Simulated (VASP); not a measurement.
# BiB (I-4m2) in VASP: a series of runs

The runs below take BiB through single point, with r2SCAN, PBE.

Everything below comes from runs of VASP 6.6.1. Logs are shortened: lines on timing, memory, paths and dates and some standing lists are left out, and cuts for length are marked.

## (1) The cell of the first run

It takes space group I-4m2 (No. 119, tetragonal). Conventional cell: a = 3.953 Å, b = 3.953 Å, c = 5.490 Å, α = 90.00°, β = 90.00°, γ = 90.00°. Around B (site symmetry -4m2) lie 4 Bi at 2.41 Å. Bi (site symmetry -4m2) has 4 B at 2.41 Å as nearest neighbours.

The cell was built by a generator and needn't be a form met in nature.

## (2) Single point, r2SCAN (biaxial_xy strain +1.8%)

Input file POSCAR:

```
BiB
1.0
    0.0000000000      2.7953801590      2.7448744688
    2.7953801590      0.0000000000      2.7448744688
    2.7953801590      2.7953801590      0.0000000000
B Bi
1 1
Direct
    0.0000000000      0.0000000000      0.0000000000
    0.2500000000      0.2500000000      0.2500000000
```

Input file INCAR.step1:

```
SYSTEM = BiB
PREC = Accurate ; ENCUT = 520
ISMEAR = -1 ; SIGMA = 0.02
LREAL = .FALSE. ; LASPH = .TRUE.
NELM = 80 ; NBANDS = 16
GGA = PE ; ALGO = Normal
EDIFF = 1E-4 ; LWAVE = .TRUE.
LCHARG = .FALSE.
```

Input file INCAR.step2:

```
SYSTEM = BiB
PREC = Accurate ; ENCUT = 520
EDIFF = 1E-7 ; ISMEAR = -1
SIGMA = 0.02 ; LREAL = .FALSE.
LASPH = .TRUE. ; NELM = 80
ALGO = Normal ; ISIF = 2
LWAVE = .FALSE. ; LCHARG = .FALSE.
METAGGA = R2SCAN ; LMIXTAU = .TRUE.
NBANDS = 16 ; ISTART = 1
```

Input file KPOINTS:

```
regular mesh
0
G
  8 8 8
  0 0 0
```

Potentials or basis: VASP PAW PBE potentials, release 64 (B, Bi_d).

On the command line:

```bash
cat potpaw_PBE.64/B/POTCAR potpaw_PBE.64/Bi_d/POTCAR > POTCAR
cp INCAR.step1 INCAR
mpirun -np 1 vasp_std > vasp.out
cp INCAR.step2 INCAR
mpirun -np 1 vasp_std > vasp.out
```

OUTCAR:

```text
SYSTEM = BiB
   PREC = Accurate
   ENCUT = 520
   EDIFF = 1E-7
   ISMEAR = -1
   LREAL = .FALSE.
   LASPH = .TRUE.
   NELM = 80
   ISIF = 2
   METAGGA = R2SCAN
   ISTART = 1

 ion  position               nearest neighbor table
   1  0.000  0.000  0.000-   2 2.41   2 2.41   2 2.41   2 2.41
   2  0.250  0.250  0.250-   1 2.41   1 2.41   1 2.41   1 2.41

  LATTYP: Found a body centered tetragonal cell.
 ALAT       =     3.9532645328
 C/A-ratio  =     1.3886621783

  Lattice vectors:

 A1 = (   0.0000000000,  -2.7953801590,  -2.7448744688)
 A2 = (   0.0000000000,   2.7953801590,  -2.7448744688)
 A3 = (   2.7953801590,   0.0000000000,   2.7448744688)

Analysis of symmetry for initial positions (statically):
=====================================================================
 Subroutine PRICEL returns:
 Original cell was already a primitive cell.

 Routine SETGRP: Setting up the symmetry group for a
 body centered tetragonal supercell.

 Subroutine GETGRP returns: Found  8 space group operations
 (whereof  8 operations were pure point group operations)
 out of a pool of 16 trial point group operations.

The static configuration has the point symmetry D_2d.

Analysis of symmetry for dynamics (positions and initial velocities):
=====================================================================
 Subroutine PRICEL returns:
 Original cell was already a primitive cell.

 Routine SETGRP: Setting up the symmetry group for a
 body centered tetragonal supercell.

 Subroutine GETGRP returns: Found  8 space group operations
 (whereof  8 operations were pure point group operations)
 out of a pool of 16 trial point group operations.

The dynamic configuration has the point symmetry D_2d.

 Subroutine INISYM returns: Found  8 space group operations
 (whereof  8 operations are pure point group operations),
 and found     1 'primitive' translations

----------------------------------------------------------------------------------------

                                     Primitive cell

  volume of cell :      42.8977

  direct lattice vectors                    reciprocal lattice vectors
     0.000000000  2.795380159  2.744874469    -0.178866548  0.178866548  0.182157693
     2.795380159  0.000000000  2.744874469     0.178866548 -0.178866548  0.182157693
     2.795380159  2.795380159  0.000000000     0.178866548  0.178866548 -0.182157693

  length of vectors
     3.917714395  3.917714395  3.953264533     0.311717675  0.311717675  0.311717675

  position of ions in fractional coordinates (direct lattice)
     0.000000000  0.000000000  0.000000000
     0.250000000  0.250000000  0.250000000

  ion indices of the primitive-cell ions
   primitive index   ion index
                 1           1
                 2           2

----------------------------------------------------------------------------------------

 KPOINTS: regular mesh

Automatic generation of k-mesh.
 Grid dimensions read from file:
 generate k-points for:    8    8    8

 Generating k-lattice:

  Cartesian coordinates                     Fractional coordinates (reciprocal lattice)
    -0.022358319  0.022358319  0.022769712     0.125000000  0.000000000  0.000000000
     0.022358319 -0.022358319  0.022769712     0.000000000  0.125000000  0.000000000
     0.022358319  0.022358319 -0.022769712     0.000000000  0.000000000  0.125000000

  Length of vectors
     0.038964709  0.038964709  0.038964709

  Shift w.r.t. Gamma in fractional coordinates (k-lattice)
     0.000000000  0.000000000  0.000000000

 Subroutine IBZKPT returns following result:
 ===========================================

 Found     59 irreducible k-points:

 Following reciprocal coordinates:
            Coordinates               Weight
  0.000000  0.000000  0.000000      1.000000
  0.125000  0.000000  0.000000      8.000000
  0.250000  0.000000  0.000000      8.000000
  0.375000  0.000000  0.000000      8.000000
  0.500000  0.000000  0.000000      4.000000
  0.125000  0.125000  0.000000      2.000000
[... 16 lines left out ...]
  0.250000  0.000000  0.125000     16.000000
  0.375000  0.000000  0.125000     16.000000
 [... further k-points ...]
   k-points           NKPTS =     59   k-points in BZ     NKDIM =     59   number of bands    NBANDS=     16
   number of dos      NEDOS =    301   number of ions     NIONS =      2
   total plane-waves  NPLWV =  27000
   dimension x,y,z NGX =    30 NGY =   30 NGZ =   30
   dimension x,y,z NGXF=    60 NGYF=   60 NGZF=   60
   ions per type =               1   1
   NGX,Y,Z   is equivalent  to a cutoff of  12.73, 12.73, 12.62 a.u.
   NGXF,Y,Z  is equivalent  to a cutoff of  25.46, 25.46, 25.23 a.u.
 SYSTEM =  BiB
   PREC   = accura    normal or accurate (medium, high low for compatibility)
   ISTART =      1    job   : 0-new  1-cont  2-samecut
   ICHARG =      0    charge: 1-file 2-atom 10-const
   ISPIN  =      1    spin polarized calculation?
   LNONCOLLINEAR =      F non collinear calculations
   LSORBIT =      F    spin-orbit coupling
   LASPH  =      T    aspherical Exc in radial PAW
   ENCUT  =  520.0 eV  38.22 Ry    6.18 a.u.   7.28  7.28  7.35*2*pi/ulx,y,z
   NELM   =     80;   NELMIN=  2; NELMDL=  0     # of ELM steps
   EDIFF  = 0.1E-06   stopping-criterion for ELM
   LREAL  =      F    real-space projection
   EDIFFG = 0.1E-05   stopping-criterion for IOM
   NSW    =      0    number of steps for IOM
   IBRION =     -1    ionic relax: 0-MD 1-quasi-New 2-CG
   NFREE  =      0    steps in history (QN), initial steepest desc. (CG)
   ISIF   =      2    stress and relaxation
   ISYM   =      2    0-nonsym 1-usesym 2-fastsym
   POTIM  = 0.5000    time-step for ionic-motion
   TEBEG  =    0.0;   TEEND  =   0.0 temperature during run
   PSTRESS=    0.0 pullay stress
   NELECT =      18.0000    total number of electrons
   NUPDOWN=      -1.0000    fix difference up-down
   EMIN   =  10.00;   EMAX   =-10.00  energy-range for DOS
   EFERMI =   0.00;   METHOD = LEGACY
   ISMEAR =    -1;   SIGMA  =   0.02  broadening in eV -4-tet -1-fermi 0-gaus
   EFERMI_NEDOS =   21; number of points for ismear=-14 and -15
   IALGO  =     38    algorithm
   IMIX   =      4    mixing-type and parameters
     AMIX     =   0.40;   BMIX     =  1.00
     AMIX_MAG =   1.60;   BMIX_MAG =  1.00
[... 39 lines left out ...]
      3     -17.1333      2.00000
      4     -17.0502      2.00000
      5     -17.0487      2.00000
      6      -7.8758      2.00000
[... 8 lines left out ...]
     15      17.6428      0.00000
     16      17.6428      0.00000

 k-point     2 :       0.1250    0.0000    0.0000
  band No.  band energies     occupation
      1     -17.1392      2.00000
      2     -17.1355      2.00000
      3     -17.1289      2.00000
      4     -17.0501      2.00000
      5     -17.0481      2.00000
      6      -7.6729      2.00000
[... 8 lines left out ...]
     15      16.6337      0.00000
     16      16.8050      0.00000

 k-point     3 :       0.2500    0.0000    0.0000
  band No.  band energies     occupation
      1     -17.1364      2.00000
      2     -17.1237      2.00000
      3     -17.1186      2.00000
      4     -17.0472      2.00000
      5     -17.0435      2.00000
      6      -7.0917      2.00000
[... 8 lines left out ...]
     15      16.3818      0.00000
     16      16.4932      0.00000

 k-point     4 :       0.3750    0.0000    0.0000
  band No.  band energies     occupation
      1     -17.1347      2.00000
      2     -17.1167      2.00000
      3     -17.1121      2.00000
      4     -17.0397      2.00000
      5     -17.0342      2.00000
      6      -6.2791      2.00000
[... 8 lines left out ...]
     15      17.3120      0.00000
     16      17.3546      0.00000

 k-point     5 :       0.5000    0.0000    0.0000
  band No.  band energies     occupation
      1     -17.1342      2.00000
      2     -17.1151      2.00000
      3     -17.1107      2.00000
      4     -17.0351      2.00000
      5     -17.0290      2.00000
      6      -5.7909      2.00000
[... 8 lines left out ...]
     15      18.2921      0.00000
     16      18.4192      0.00000

 k-point     6 :       0.1250    0.1250    0.0000
  band No.  band energies     occupation
      1     -17.1397      2.00000
      2     -17.1293      2.00000
      3     -17.1293      2.00000
      4     -17.0548      2.00000
      5     -17.0440      2.00000
      6      -7.5986      2.00000
[... 8 lines left out ...]
     15      15.4327      0.00000
     16      18.2921      0.00000

 k-point     7 :       0.2500    0.1250    0.0000
  band No.  band energies     occupation
      1     -17.1421      2.00000
      2     -17.1167      2.00000
      3     -17.1162      2.00000
      4     -17.0576      2.00000
      5     -17.0383      2.00000
      6      -7.1345      2.00000
[... 8 lines left out ...]
     15      16.2561      0.00000
     16      17.7172      0.00000

 k-point     8 :       0.3750    0.1250    0.0000
  band No.  band energies     occupation
      1     -17.1387      2.00000
      2     -17.1088      2.00000
      3     -17.1074      2.00000
      4     -17.0531      2.00000
      5     -17.0306      2.00000
      6      -6.3742      2.00000
[... 8 lines left out ...]
     15      16.7986      0.00000
     16      18.2161      0.00000

 k-point     9 :       0.5000    0.1250    0.0000
  band No.  band energies     occupation
      1     -17.1339      2.00000
      2     -17.1081      2.00000
      3     -17.1055      2.00000
      4     -17.0436      2.00000
      5     -17.0282      2.00000
      6      -5.6974      2.00000
[... 8 lines left out ...]
     15      17.4851      0.00000
     16      18.5988      0.00000
[... 172 lines left out ...]
 k-point    19 :       0.5000    0.3750    0.0000
  band No.  band energies     occupation
      1     -17.1661      2.00000
      2     -17.0823      2.00000
      3     -17.0642      2.00000
      4     -17.0632      2.00000
      5     -17.0200      2.00000
      6      -4.9999      2.00000
[... 8 lines left out ...]
     15      19.8341      0.00000
     16      20.0298      0.00000

 k-point    20 :      -0.3750    0.3750    0.0000
  band No.  band energies     occupation
      1     -17.1505      2.00000
      2     -17.0814      2.00000
      3     -17.0685      2.00000
      4     -17.0667      2.00000
      5     -17.0278      2.00000
      6      -4.8671      2.00000
[... 8 lines left out ...]
     15      18.2582      0.00000
     16      20.0665      0.00000

 k-point    21 :       0.5000    0.5000    0.0000
  band No.  band energies     occupation
      1     -17.1750      2.00000
      2     -17.0867      2.00000
      3     -17.0565      2.00000
      4     -17.0565      2.00000
      5     -17.0162      2.00000
      6      -4.7569      2.00000
[... 8 lines left out ...]
     15      20.1120      0.00000
     16      20.2064      0.00000

 k-point    22 :       0.1250    0.0000    0.1250
  band No.  band energies     occupation
      1     -17.1473      2.00000
      2     -17.1291      2.00000
      3     -17.1222      2.00000
      4     -17.0533      2.00000
      5     -17.0454      2.00000
      6      -7.6075      2.00000
[... 8 lines left out ...]
     15      15.1357      0.00000
     16      18.2560      0.00000

 k-point    23 :       0.2500    0.0000    0.1250
  band No.  band energies     occupation
      1     -17.1481      2.00000
      2     -17.1164      2.00000
      3     -17.1110      2.00000
      4     -17.0552      2.00000
      5     -17.0406      2.00000
      6      -7.1513      2.00000
[... 8 lines left out ...]
     15      16.2347      0.00000
     16      17.8138      0.00000

 k-point    24 :       0.3750    0.0000    0.1250
  band No.  band energies     occupation
      1     -17.1422      2.00000
      2     -17.1096      2.00000
      3     -17.1038      2.00000
      4     -17.0496      2.00000
      5     -17.0341      2.00000
      6      -6.3954      2.00000
[... 8 lines left out ...]
     15      16.7615      0.00000
     16      18.1939      0.00000

 [... further k-points ...]

------------------------ aborting loop because EDIFF is reached ----------------------------------------

  FORCE on cell =-STRESS in cart. coord.  units (eV):
  Direction    XX          YY          ZZ          XY          YZ          ZX
  --------------------------------------------------------------------------------------
  -------------------------------------------------------------------------------------
  Total       -0.8716984     -0.8716984     -0.4279081      0.0000000      0.0000000      0.0000000
  in kB      -32.5568655    -32.5568655    -15.9818443      0.0000000      0.0000000      0.0000000
  external PRESSURE =     -27.0318585 kB  Pullay stress =       0.0000000 kB

 VOLUME and BASIS-vectors are now :
 -----------------------------------------------------------------------------
  energy-cutoff  :      520.00
  volume of cell :       42.90
      direct lattice vectors                 reciprocal lattice vectors
     0.000000000  2.795380159  2.744874469    -0.178866548  0.178866548  0.182157693
     2.795380159  0.000000000  2.744874469     0.178866548 -0.178866548  0.182157693
     2.795380159  2.795380159  0.000000000     0.178866548  0.178866548 -0.182157693

 POSITION                                       TOTAL-FORCE (eV/Angst)
 -----------------------------------------------------------------------------------
      0.00000      0.00000      0.00000        -0.000000     -0.000000      0.000000
      1.39769      1.39769      1.37244         0.000000      0.000000      0.000000
 -----------------------------------------------------------------------------------
    total drift:                                0.000000      0.000000      0.000000

  FREE ENERGIE OF THE ION-ELECTRON SYSTEM (eV)
  ---------------------------------------------------
  free  energy   TOTEN  =       -64.2924827865 eV

  energy  without entropy=      -64.2923739156  energy(sigma->0) =      -64.29242835
```

Run time: 3.4 min. Hardware: 1 thread of Intel Xeon Platinum 8259CL at 2.50GHz (Skylake/Cascade Lake), shared host; peak memory 0.19 GiB.

Results:

| Quantity | Value |
| --- | --- |
| Free energy | -64.2925 eV |
| Pressure | -2.7 GPa |
| Band gap on the k mesh | 0.00 eV, direct |

Levels at points of the mesh, in eV from the valence-band top:
```
           k point  band 5  band 6  band 7  band 8  band 9  band 10  band 11  band 12  band 13  band 14
(0.00, 0.00, 0.00)  -23.80  -14.63   -0.15   -0.15    0.00     0.00     2.71     2.82     2.82     6.54
(0.50, 0.00, 0.00)  -23.78  -12.55   -8.02   -1.83   -1.67     0.28     4.19     4.30     6.39     8.79
(0.50, 0.50, 0.00)  -23.77  -11.51   -8.21   -3.71   -3.71     0.82     0.94     8.87     8.91     8.91
(0.50, 0.00, 0.50)  -23.78  -11.61   -8.31   -3.59   -3.57     0.98     1.10     8.71     8.78     8.99
```

Caveat: the PAW data sets were made with another functional, which shifts forces and pressure a little; spin-orbit coupling is left out, which as a rule narrows the gap of such compounds by several tenths of an eV. A k mesh can miss the band edges.

## (3) Single point, PBE (biaxial_xy strain +1.8%)

Input file INCAR:

```
PREC     = Accurate       # precision mode
ENCUT    = 520            # plane-wave cutoff, eV
EDIFF    = 1E-6           # SCF threshold, eV
ISMEAR   = -1             # smearing method
SIGMA    = 0.02           # smearing width, eV
LREAL    = F              # projectors in reciprocal space
LASPH    = T              # aspherical terms in the spheres
NELM     = 60             # most SCF steps
ALGO     = Normal         # electronic algorithm
ISIF     = 2              # what is computed and relaxed
LWAVE    = F              # write WAVECAR
LCHARG   = T              # write CHGCAR
GGA      = PE             # functional
LELF     = T              # ELF
LVHAR    = T            
NBANDS   = 16             # bands
```

Input file KPOINTS:

```
regular mesh
0
Gamma
  8 8 8
```

POSCAR is that of step 2.

Potentials or basis: VASP PAW PBE potentials, release 64 (B, Bi_d).

On the command line:

```bash
cat potpaw_PBE.64/B/POTCAR potpaw_PBE.64/Bi_d/POTCAR > POTCAR
mpirun -np 1 vasp_std > vasp.out
```

Wall time 42 s (1 thread of Intel Xeon Platinum 8259CL at 2.50GHz (Skylake/Cascade Lake), shared host); peak memory 0.19 GiB.

Results (log left out):

- Free energy: -8.9867 eV
- Pressure: -1.3 GPa
- Band gap on the k mesh: 0.09 eV, direct

Stress tensor (GPa, compression positive):
```
-1.84  0.00  0.00
 0.00 -1.84  0.00
 0.00  0.00 -0.35
```

Levels at points of the mesh, in eV from the valence-band top:
| k point | band 6 | band 7 | band 8 | band 9 | band 10 | band 11 | band 12 | band 13 |
| --- | --- | --- | --- | --- | --- | --- | --- | --- |
| (0.00, 0.00, 0.00) | -13.85 | -0.05 | -0.05 | 0.00 | 0.09 | 2.69 | 2.79 | 2.79 |
| (0.50, 0.00, 0.00) | -11.91 | -7.47 | -1.62 | -1.46 | 0.27 | 4.05 | 4.16 | 5.99 |
| (0.50, 0.50, 0.00) | -10.98 | -7.58 | -3.40 | -3.40 | 0.79 | 0.88 | 8.32 | 8.40 |
| (0.50, 0.00, 0.50) | -11.07 | -7.68 | -3.29 | -3.26 | 0.94 | 1.03 | 8.17 | 8.27 |

Caveat: spin-orbit coupling is left out, which as a rule narrows the gap of such compounds by several tenths of an eV.

## (4) Single point, PBE (epitaxial_xy strain -4.7%)

Input file INCAR:

```
ALGO = Normal
EDIFF = 1E-6
ENCUT = 520
GGA = PE
ISIF = 2
ISMEAR = -1
LASPH = T
LCHARG = T
LELF = T
LREAL = F
LVHAR = T
LWAVE = F
NBANDS = 16
NELM = 100
PREC = Accurate
SIGMA = 0.02
```

Input file KPOINTS:

```
k-points
0
Gamma
  8 8 8
```

Input file POSCAR:

```
BiB
1.0
    0.0000000000      2.6153163938      2.8249129747
    2.6153163938      0.0000000000      2.8249129747
    2.6153163938      2.6153163938      0.0000000000
B Bi
1 1
Direct
    0.0000000000      0.0000000000      0.0000000000
    0.2500000000      0.2500000000      0.2500000000
```

On the command line:

```bash
cat potpaw_PBE.64/B/POTCAR potpaw_PBE.64/Bi_d/POTCAR > POTCAR
mpirun -np 1 vasp_std > vasp.out
```

Run time: 39 s. Hardware: 1 thread of Intel Xeon Platinum 8259CL at 2.50GHz (Skylake/Cascade Lake), shared host; peak memory 0.18 GiB.

The run converged. Its results:

* Free energy: -8.8655 eV
* Pressure: 7.4 GPa
* Band gap on the k mesh: 0.19 eV, indirect (least direct gap 0.52 eV)

Stress tensor (GPa, compression positive):
```
10.35  0.00  0.00
 0.00 10.35  0.00
 0.00  0.00  1.60
```

Levels at points of the mesh, in eV from the valence-band top:
```
           k point  band 5  band 6  band 7  band 8  band 9  band 10  band 11  band 12  band 13  band 14
(0.00, 0.00, 0.00)  -23.40  -14.91   -0.70    0.00    0.00     0.52     2.57     2.57     3.00     6.23
(0.50, 0.00, 0.00)  -23.36  -12.62   -8.32   -2.34   -1.56     0.31     3.95     4.34     5.87     8.36
(0.50, 0.50, 0.00)  -23.37  -11.92   -8.69   -3.55   -3.55     1.12     1.23     7.88     8.85     8.85
(0.50, 0.00, 0.50)  -23.35  -11.42   -8.22   -4.20   -4.07     0.40     0.48     8.29     8.57     9.31
```

Caveat: spin-orbit coupling is left out, which as a rule narrows the gap of such compounds by several tenths of an eV. A k mesh can miss the band edges.

## (5) Summary

| level | cell | gap on the mesh (eV) | pressure (GPa) |
| --- | --- | --- | --- |
| r2SCAN | biaxial_xy strain +1.8% | 0.00 | -2.7 |
| PBE | biaxial_xy strain +1.8% | 0.09 | -1.3 |
| PBE | epitaxial_xy strain -4.7% | 0.19 | 7.4 |

Alike in all rows: task single point; potentials or basis VASP PAW PBE potentials, release 64 (B, Bi_d); no spin polarisation; k mesh 8 × 8 × 8; cutoff (eV) 520; smearing fermi-dirac 0.02 eV.

Caveats: spin-orbit coupling is left out, which as a rule narrows the gap of such compounds by several tenths of an eV; the PAW data sets were made with another functional, which shifts forces and pressure a little (some runs).

Absolute energies hang on the potentials; compare differences alone.
